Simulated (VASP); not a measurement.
```
NbN
1.0
    0.00000     2.20923     2.20923
    2.20923     0.00000     2.20923
    2.20923     2.20923     0.00000
Nb N
1 1
Direct
  0.00000   0.00000   0.00000
  0.50000   0.50000   0.50000
```

Computed with PBE GGA, VASP's PBE PAW potentials (set 64) (plane waves; VASP). Settings: 520 eV cut-off, 16×16×16 Γ-centred mesh, tetrahedra with Blöchl corrections, potentials Nb_sv N.

The job: NbN (rock salt), 2 atoms, PBE, static run, 520 eV, 16×16×16 Γ-centred mesh. Roughly how much core time does it take on a busy server core?

About 30 core-seconds (one run on a shared machine, a rough figure). It had 145 irreducible k-points, 13 bands, up to 604 plane waves and 15 electronic steps.

The compound is NbN in the rock salt structure, the cubic δ form, which competes with hexagonal ones. It was relaxed first. VASP warned that the highest band is occupied, so more bands are needed.
